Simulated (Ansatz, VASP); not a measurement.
# Sn in two plane-wave programs

Wanted: the spread between two codes on one cell, functional and k mesh. The cell is taken from a series of runs on this material, whose earlier steps may have relaxed, scaled, displaced or heated it; both programs get it as it stands.

Program: Ansatz 0.2.0. Level of theory: plane waves, with VASP 6.6.1 beside it; zone-centre phonons at LDA. Results are calculated unless marked as measured.

### Step 1. The starting structure

It takes space group Fd-3m (No. 227, cubic). The conventional cell has a = 6.250 Å, b = 6.250 Å, c = 6.250 Å, α = 90.00°, β = 90.00°, γ = 90.00°. Nearest to Sn lie 4 Sn at 2.71 Å.

As a file:

```xyz
2
Lattice="0.0000 3.1250 3.1250 3.1250 0.0000 3.1250 3.1250 3.1250 0.0000" Properties=species:S:1:pos:R:3 pbc="T T T"
Sn    3.1250    3.1250    3.1250
Sn    4.6875    4.6875    4.6875
```

### Step 2. VASP: zone-centre phonons, LDA, pair 1

Second derivatives magnify differences that forces hide, and they need a tight electronic threshold.

Lines of VASP's logs that name or quote its potential files are left out, and so is its time.

Contents of INCAR:

```
SYSTEM = Sn
PREC = Accurate
ENCUT = 500
EDIFF = 1E-08
NELM = 120
ISMEAR = 1
SIGMA = 0.2
LREAL = .FALSE.
ALGO = Normal
GGA = CA
NBANDS = 20
LORBIT = 11
LWAVE = .FALSE.
LCHARG = .FALSE.
ISIF = 2
IBRION = 8
LASPH = .TRUE.
GGA_COMPAT = .FALSE.
KPAR = 2
```

Contents of POSCAR:

```
Sn
1.0
    0.0000000000      3.1250282458      3.1250282458
    3.1250282458      0.0000000000      3.1250282458
    3.1250282458      3.1250282458      0.0000000000
Sn
2
Direct
    0.5000000000      0.5000000000      0.5000000000
    0.7500000000      0.7500000000      0.7500000000
```

Contents of KPOINTS:

```
Automatic mesh
0
Gamma
12 12 12
0 0 0
```

The projector-augmented-wave data sets are Sn_d (LDA family, release 64).

The run is started by

```sh
mpirun -np 2 vasp_std
```

Numbers of over 12 decimals in the logs are rounded to 6 here.

Output:

```text
[banner, memory and clock lines left out]
running    2 mpi-ranks, on    1 nodes
 distrk:  each k-point on    1 cores,    2 groups
 distr:  one band on    1 cores,    1 groups

 POSCAR found type information on POSCAR Sn
 POSCAR found :  1 types and       2 ions
 LDA part: xc-table for (Slater(with rela. corr.)+CA(PZ))
 , standard interpolation
 POSCAR, INCAR and KPOINTS ok, starting setup
 FFT: planning ... GRIDC
 FFT: planning ... GRID_SOFT
 FFT: planning ... GRID
 WAVECAR not read
 entering main loop
       N       E                     dE             d eps       ncg     rms          rms(c)
DAV:   1     0.222091110726E+03    0.22209E+03   -0.14842E+04  2904   0.208E+03
DAV:   2     0.143646763578E+02   -0.20773E+03   -0.20397E+03  2884   0.445E+02
DAV:   3    -0.825524481085E+01   -0.22620E+02   -0.22489E+02  3308   0.143E+02
DAV:   4    -0.896695893347E+01   -0.71171E+00   -0.71138E+00  3268   0.285E+01
DAV:   5    -0.899134771239E+01   -0.24389E-01   -0.24388E-01  3884   0.517E+00    0.392E+00
DAV:   6    -0.887659053500E+01    0.11476E+00   -0.52022E-02  3508   0.237E+00    0.220E+00
DAV:   7    -0.882125898448E+01    0.55332E-01   -0.79619E-02  2984   0.248E+00    0.158E-01
DAV:   8    -0.882202244112E+01   -0.76346E-03   -0.65920E-03  3332   0.860E-01    0.596E-02
DAV:   9    -0.882210625052E+01   -0.83809E-04   -0.21478E-04  3860   0.107E-01    0.168E-02
DAV:  10    -0.882210360826E+01    0.26423E-05   -0.18321E-05  3832   0.485E-02    0.507E-03
DAV:  11    -0.882210393108E+01   -0.32282E-06   -0.13799E-06  3148   0.804E-03    0.218E-03
DAV:  12    -0.882210392841E+01    0.26716E-08   -0.87788E-08  3344   0.218E-03
   1 F= -.88221039E+01 E0= -.88221354E+01  d E =0.943948E-04
 Linear response reoptimize wavefunctions to high precision
DAV:   1    -0.882210392719E+01    0.12105E-08   -0.66799E-09  3020   0.740E-04
DAV:   2    -0.882210392715E+01    0.45929E-10   -0.35228E-10  1948   0.199E-04
 Linear response DOF=           1
 Linear response progress:
  Degree of freedom:   1/  1
       N       E                     dE             d eps       ncg     rms          rms(c)
RMM:   1    -0.215835480103E+00   -0.21584E+00    0.69690E-01 14005   0.107E+01
RMM:   2    -0.222671829652E+00   -0.68363E-02   -0.21118E-02 19571   0.126E+00    0.791E-02
RMM:   3    -0.222905585765E+00   -0.23376E-03   -0.18094E-03 20502   0.346E-01    0.379E-02
RMM:   4    -0.222868124329E+00    0.37461E-04   -0.12573E-04 20689   0.105E-01    0.112E-02
RMM:   5    -0.222884288811E+00   -0.16164E-04   -0.17081E-05 21033   0.339E-02    0.374E-03
RMM:   6    -0.222886160687E+00   -0.18719E-05    0.58337E-07 20389   0.101E-02    0.167E-03
RMM:   7    -0.222884787545E+00    0.13731E-05   -0.11926E-06 20455   0.369E-03    0.300E-04
RMM:   8    -0.222882258921E+00    0.25286E-05   -0.70764E-08 21234   0.136E-03    0.222E-04
RMM:   9    -0.222880549735E+00    0.17092E-05   -0.12759E-07 21187   0.554E-04    0.473E-05
RMM:  10    -0.222880916739E+00   -0.36700E-06    0.13690E-08 21763   0.260E-04    0.407E-05
RMM:  11    -0.222880770724E+00    0.14601E-06    0.14741E-07 21551   0.145E-04    0.125E-05
RMM:  12    -0.222880726533E+00    0.44191E-07    0.89596E-08 22665   0.928E-05    0.768E-06
RMM:  13    -0.222880703632E+00    0.22901E-07    0.24622E-08 22002   0.710E-05    0.246E-06
RMM:  14    -0.222880685144E+00    0.18488E-07    0.26107E-08 22493   0.600E-05    0.804E-07
RMM:  15    -0.222880673835E+00    0.11309E-07    0.23594E-08 20765   0.546E-05    0.514E-07
RMM:  16    -0.222880676044E+00   -0.22090E-08    0.17184E-08 16515   0.517E-05    0.302E-07
 first order change of Fermi-energy   0.76558E-04
 force on displaced ion       1 direction 1 : -10.080  -0.000  -0.000
 Linear response finished
```

From OUTCAR (step 2):

```text
ion  position               nearest neighbor table
   1  0.500  0.500  0.500-   2 2.71   2 2.71   2 2.71   2 2.71
   2  0.750  0.750  0.750-   1 2.71   1 2.71   1 2.71   1 2.71

  LATTYP: Found a face centered cubic cell.
 ALAT       =     6.2500564916

 Subroutine GETGRP returns: Found 48 space group operations
 (whereof 24 operations were pure point group operations)

The static configuration has the point symmetry T_d .
 The point group associated with its full space group is O_h .

 Found     72 irreducible k-points:

   k-points           NKPTS =     72   k-points in BZ     NKDIM =     72   number of bands    NBANDS=     20

   dimension x,y,z NGX =    32 NGY =   32 NGZ =   32
   dimension x,y,z NGXF=    64 NGYF=   64 NGZF=   64

   ENCUT  =  500.0 eV  36.75 Ry    6.06 a.u.   8.06  8.06  8.06*2*pi/ulx,y,z

   NELECT =      28.0000    total number of electrons

 k-points in reciprocal lattice and weights: Automatic mesh
   0.00000000  0.00000000  0.00000000       0.001
   0.08333333  0.00000000  0.00000000       0.005
   0.16666667  0.00000000  0.00000000       0.005
   0.25000000  0.00000000  0.00000000       0.005
   0.33333333  0.00000000  0.00000000       0.005
   0.41666667  0.00000000  0.00000000       0.005
   0.50000000  0.00000000  0.00000000       0.002
   0.08333333  0.08333333  0.00000000       0.003
   0.16666667  0.08333333  0.00000000       0.014
[...]
-0.33333333  0.50000000  0.16666667       0.007
  -0.25000000  0.50000000  0.25000000       0.003

 average (electrostatic) potential at core
       1-100.2882       2-100.2882

  Total        2.3479668      2.3479668      2.3479668      0.0000000      0.0000000     -0.0000000
  in kB       61.6326306     61.6326306     61.6326306      0.0000000      0.0000000     -0.0000000
  external PRESSURE =      61.6326306 kB  Pullay stress =       0.0000000 kB

  energy-cutoff  :      500.00
  volume of cell :       61.04
      direct lattice vectors                 reciprocal lattice vectors
     0.000000000  3.125028246  3.125028246    -0.159998554  0.159998554  0.159998554
     3.125028246  0.000000000  3.125028246     0.159998554 -0.159998554  0.159998554
     3.125028246  3.125028246  0.000000000     0.159998554  0.159998554 -0.159998554

 POSITION                                       TOTAL-FORCE (eV/Angst)
 -----------------------------------------------------------------------------------
      3.12503      3.12503      3.12503         0.000000     -0.000000      0.000000
      4.68754      4.68754      4.68754        -0.000000      0.000000     -0.000000
 -----------------------------------------------------------------------------------
    total drift:                               -0.000000     -0.000000      0.000000

 Eigenvectors and eigenvalues of the dynamical matrix
 ----------------------------------------------------

   1 f  =    6.442441 THz    40.479049 2PiTHz  214.896692 cm-1    26.643782 meV
             X         Y         Z           dx          dy          dz
      3.125028  3.125028  3.125028     0.000000   -0.707107    0.000000
      4.687542  4.687542  4.687542     0.000000    0.707107    0.000000

   2 f  =    6.442441 THz    40.479049 2PiTHz  214.896692 cm-1    26.643782 meV
             X         Y         Z           dx          dy          dz
      3.125028  3.125028  3.125028    -0.707107    0.000000    0.000000
      4.687542  4.687542  4.687542     0.707107    0.000000    0.000000

   3 f  =    6.442441 THz    40.479049 2PiTHz  214.896692 cm-1    26.643782 meV
             X         Y         Z           dx          dy          dz
      3.125028  3.125028  3.125028     0.000000    0.000000   -0.707107
      4.687542  4.687542  4.687542     0.000000    0.000000    0.707107

   4 f  =    0.000000 THz     0.000000 2PiTHz    0.000000 cm-1     0.000000 meV
             X         Y         Z           dx          dy          dz
      3.125028  3.125028  3.125028     0.707107    0.000000    0.000000
      4.687542  4.687542  4.687542     0.707107    0.000000    0.000000

   5 f  =    0.000000 THz     0.000000 2PiTHz    0.000000 cm-1     0.000000 meV
             X         Y         Z           dx          dy          dz
      3.125028  3.125028  3.125028     0.000000    0.707107    0.000000
      4.687542  4.687542  4.687542     0.000000    0.707107    0.000000

   6 f  =    0.000000 THz     0.000000 2PiTHz    0.000000 cm-1     0.000000 meV
             X         Y         Z           dx          dy          dz
      3.125028  3.125028  3.125028     0.000000    0.000000    0.707107
      4.687542  4.687542  4.687542     0.000000    0.000000    0.707107

 ELASTIC MODULI CONTR FROM IONIC RELAXATION (kBar)
 Direction    XX          YY          ZZ          XY          YZ          ZX
 --------------------------------------------------------------------------------
 XX          -0.0000      0.0000      0.0000      0.0000     -0.0000      0.0000
 YY           0.0000     -0.0000      0.0000      0.0000      0.0000     -0.0000
 ZZ           0.0000      0.0000     -0.0000     -0.0000      0.0000      0.0000
 XY           0.0000      0.0000     -0.0000   -403.6479      0.0000      0.0000
 YZ          -0.0000      0.0000      0.0000      0.0000   -403.6479      0.0000
 ZX           0.0000     -0.0000      0.0000      0.0000      0.0000   -403.6479
 --------------------------------------------------------------------------------
```

Energies printed during the response cycles are not total energies of the cell.

### Step 3. Ansatz: zone-centre phonons, LDA, pair 1

Ansatz runs on its PAW soft_1 files.

The same cell, functional (in two slightly different forms), mesh and smearing now go to Ansatz, which takes its cutoff from its data sets.

Contents of input.yaml:

```yaml
crystal:
  lattice:
    - [0.0, 3.1250282458, 3.1250282458]
    - [3.1250282458, 0.0, 3.1250282458]
    - [3.1250282458, 3.1250282458, 0.0]
  atoms:
    - { symbol: Sn, position: [0.5, 0.5, 0.5] }
    - { symbol: Sn, position: [0.75, 0.75, 0.75] }
kpoints:
  mp_grid: { grid: [12, 12, 12] }
hamiltonian:
  xc: lda
  pseudopotentials: { kind: paw, azcp: { folder: soft_1 }, xc_functional: pbe }
scf:
  occupations: { method: methfessel_paxton, width: 0.2 }
output:
  eigenvalues: true
phonons:
  method: dfpt
```

The run is started by

```sh
ansatz run input.yaml --threads 4 --pin off --max-ram 10240MiB --backend cpu --events-out ev --progress --plain --runs-dir out
```

Output:

```text
zone centre: on kpoints.mp_grid the ground state, and the responses unless they are solved on pairs of k-points, stand on 163 of the mesh's 1728 k-points, reduced under 8 symmetry operations, with k and −k counted as one. Each operation leaves every solved displacement unchanged or reverses it
Engine: ansatz 0.2.0, aarch64-unknown-linux-gnu
Pseudopotentials: kind: paw
Pseudopotential: Sn, paw, valence charge 14, recommended cutoff 420 eV (normal), soft_1/Sn.paw.azcp
Functional definition: SPW92
  exchange = slater_x
  correlation = pw_c
Crystal: 2 atoms, lattice volume = 61.037 Å³
Basis set: ecut = 420 eV, 1243 PW (Γ), exchange–correlation on 64×64×64 points (8 copies of the dense FFT grid, shifted against one another)
Bands: 18, of which v1, the nominal top of the filled ones, is band 14 counted from 1 (13 counted from 0)
Symmetry: 48 space group operations
k-points: 163 of 1728 (irreducible under 8 space group operations, time reversal used)
Non-local potential: Sn, projectors of the file, l = 0: 2, l = 1: 2, l = 2: 2, l = 3: 1
PAW form: soft (Blöchl's): semilocal exchange-correlation on the pseudo side does not see the compensation charge
PAW frozen core: Sn, regenerated for the run's functional, and the local potential with it (the file was generated under x = pbe(κ = 0.804, μ = 0.219515), c = pbe(β = 0.066725))
PAW one-centre angular grid: Sn, 590 points (default); XC on 64 Gauss nodes
Initial density: superposition of atomic densities (chi_scale 0.1, normalization cell)
Initial wavefunctions: pseudopotential atomic-orbital guess
Functional: x = slater, c = lda
SCF iter   1: F=—  HF=-11759.186338 eV  |F-HF|=—  |Δ(HF+E_count)|=         —  Δρ=2.63e-2  dr2=4.51e-1  ethr=3.10e-3  ⟨swp⟩=5.7  Hψ=15363  notcnv=0
preconditioner: auto → none  [insulator: Δε(μ)=0.172 eV  Ē_g=20.399 eV  σ=0.200 eV  W_gap=0.57  n_scr=14 (ndim 8)  ℏωp=25.2 eV  f_vac=0.000  D(μ)=0.05/eV (n_scr^D=0)  ε∞_Penn≈2.5]
SCF iter   2: F=—  HF=-11759.049923 eV  |F-HF|=—  |Δ(HF+E_count)|=   1.36e-1  S|Δr|=    0.00e0  Δρ=1.09e-2  dr2=7.12e-2  ethr=1.61e-3  ⟨swp⟩=1.2  Hψ=4305  notcnv=0
SCF iter   3: F=—  HF=-11759.032872 eV  |F-HF|=—  |Δ(HF+E_count)|=   1.71e-2  S|Δr|=    0.00e0  Δρ=1.16e-3  dr2=5.52e-4  ethr=2.54e-4  ⟨swp⟩=2.0  Hψ=3587  notcnv=0
SCF iter   4: F=—  HF=-11759.033020 eV  |F-HF|=—  |Δ(HF+E_count)|=   1.48e-4  S|Δr|=    0.00e0  Δρ=5.23e-4  dr2=6.33e-5  ethr=1.97e-6  ⟨swp⟩=2.0  Hψ=5230  notcnv=0
SCF iter   5: F=—  HF=-11759.033013 eV  |F-HF|=—  |Δ(HF+E_count)|=   7.31e-6  S|Δr|=    0.00e0  Δρ=1.81e-4  dr2=7.10e-6  ethr=2.26e-7  ⟨swp⟩=2.9  Hψ=5273  notcnv=0
SCF iter   6: F=—  HF=-11759.033013 eV  |F-HF|=—  |Δ(HF+E_count)|=   5.66e-7  S|Δr|=    0.00e0  Δρ=3.97e-5  dr2=4.07e-7  ethr=2.54e-8  ⟨swp⟩=2.0  Hψ=4640  notcnv=0
SCF iter   7: F=—  HF=-11759.033013 eV  |F-HF|=—  |Δ(HF+E_count)|=   1.65e-7  S|Δr|=    0.00e0  Δρ=5.09e-6  dr2=6.89e-9  ethr=1.45e-9  ⟨swp⟩=1.0  Hψ=2934  notcnv=0
SCF iter   8: F=—  HF=-11759.033013 eV  |F-HF|=—  |Δ(HF+E_count)|=  8.55e-10  S|Δr|=    0.00e0  Δρ=4.01e-7  dr2=3.90e-11  ethr=2.46e-11  ⟨swp⟩=2.0  Hψ=3615  notcnv=0
SCF iter   9: F=-11759.033013 eV  HF=-11759.033013 eV  |F-HF|=7.28e-12  |Δ(HF+E_count)|=  1.82e-12  S|Δr|=    0.00e0  Δρ=6.57e-8  dr2=1.86e-12  ethr=1.00e-12  ⟨swp⟩=7.2  Hψ=15886  notcnv=0
SCF 1 converged in 9 iterations: F = -11759.033013 eV  dr2 = 1.86e-12
  greatest PAW one-centre occupation: 0.991 electrons in one spin orbital (limit 2), on the Sn atom at site 1 (counted from 0), in its partial waves of l = 2
DFPT response loops at Γ: preconditioner auto → Kerker (q_TF=auto, 2.396 Å⁻¹) (partly filled bands, converged f_vac=0.050); β = 1.00, the filter's whole step (`scf.mixing.beta` (0.50) is not read by the response loops under this deck's `scf.mixing.preconditioner`; to damp them name `kerker` or `kerker_dos`, under which they read `scf.mixing.beta`, and type it under 1.00, their step now; both keys bind the ground state too); Broyden in place of MSR1
SCF converged after 9 iterations
Stability not checked: this state was not tested for a lower state beside it, because cold or Methfessel-Paxton smearing, or corrected tetrahedra, fill the levels in a way that the test cannot read (fill_not_monotonic; see scf.lower_state_search)
Free energy (F): -11759.033013 eV
Harris-Foulkes:  -11759.033013 eV  (|F-HF|=7.28e-12)
Internal energy: -11759.032991 eV  (E = F + TS)
E sigma→0 (E₀):  -11759.033008 eV
Entropy (-TS):   -0.000022 eV (-0.011 meV/atom)
Fermi energy:    9.143894 eV
Step filling:    the computed levels leave a gap of 0.0000 eV = 0.0 smearing widths at the electron count; against every level under it full and every level over it empty, smearing changes F+E_penalty+E_count by +0.098 meV and its σ→0 estimate by +0.104 meV
--- Per-component energies (eV) ---
  E_band       = -218.844112
  E_kinetic    = 342.510399
  E_local      = -2488.365141  (includes V_loc(G=0)·N_el)
  E_nonlocal   = 299.658368
  E_hartree    = 1222.258609
  E_xc         = -251.557742
  E_vxc        = -164.325973  (∫ρ·V_xc dr)
  E_paw        = -8451.877901  (= ΣΔE_a)
  E_vpaw       = -652.839601  (= ΣTr[D̂ρ^β])
  E_aug_tail   = 0.000567  (compensation charges beyond the density's cutoff)
  E_ewald      = -2432.509932
  E_core_change = 0.849782  (= ΣΔE_core)
  E_smearing   = -0.000022  (= −TS)
  E_closure    = 0.000000  (closes the sum)
  Σ components = -11759.033013   (vs F -11759.033013, Δ=0.00e0)
--- Band table (eV; the first three rows and the last of 163) ---
  k-point 0: bands = [... 10 lower, -2.3942, 9.0336, 9.1723, 9.1723, 9.1723, 11.2388, 11.2388, 11.2388]
  k-point 1: bands = [... 10 lower, -2.3187, 7.7177, 9.0011, 9.0011, 9.8841, 11.4510, 11.4510, 11.6301]
  k-point 2: bands = [... 10 lower, -2.0946, 6.2444, 8.6467, 8.6467, 9.8346, 11.8831, 11.8831, 12.7044]
  k-point 162: bands = [... 10 lower, 1.1680, 1.1680, 5.5320, 5.5320, 12.7727, 12.7727, 13.1169, 13.1169]
--- Phonons (Γ-DFPT): 1 representative perturbation + reference, on 163 of 1728 k-points (Σ response iterations 3) ---
  k mesh reduced under 8 symmetry operations, with k and −k counted as one. Each operation leaves every solved displacement unchanged or reverses it
  ASR residual: 5.784e-5 → 0.000e0 eV/Å²; symmetrization residual: 5.000e-12 eV/Å²
  ASR residual per site (eV/Å²): 5.78e-5 5.78e-5
  Γ frequencies (cm⁻¹): 0.00 0.00 0.00 213.34 213.34 213.34
  non-analytic LO–TO correction: not included (Born effective charges unavailable; polar crystals: no LO–TO splitting at Γ)
```

The column dr2 measures how far the density is from self-consistency, as an energy; F and HF (Harris–Foulkes) agree once it is small.

### Step 4. Comparison

Known differences besides the potentials themselves: the two LDA forms differ slightly; the cutoff is 420 eV in Ansatz and 500 eV in VASP; VASP's log shows a relativistic correction to its local exchange, Ansatz's none. Total energies have different zeros and are not compared.

The two programs side by side:

| quantity | Ansatz | VASP | difference |
| --- | --- | --- | --- |
| optical mode 1 to 3 (cm⁻¹) | 213.3 | 214.9 | -0.72 % |

Modes are paired by rising frequency, not by their patterns, so a pair may set unlike modes beside each other; they are those without the splitting of longitudinal modes.

(Continued in part 2 of 2.)

[Lines on the potential files, build, host, timing and source positions are cut from VASP's logs without a mark.]

[Logs are printed without paths, hosts, clocks, repeated set-up lines and the standing remarks that a program may print on its own settings, such as how far it seeks lower states.]

[Hosts, paths, dates, database ids (printed as entryN), source tags and the programs' standing remarks are cut or masked in the printed files.]
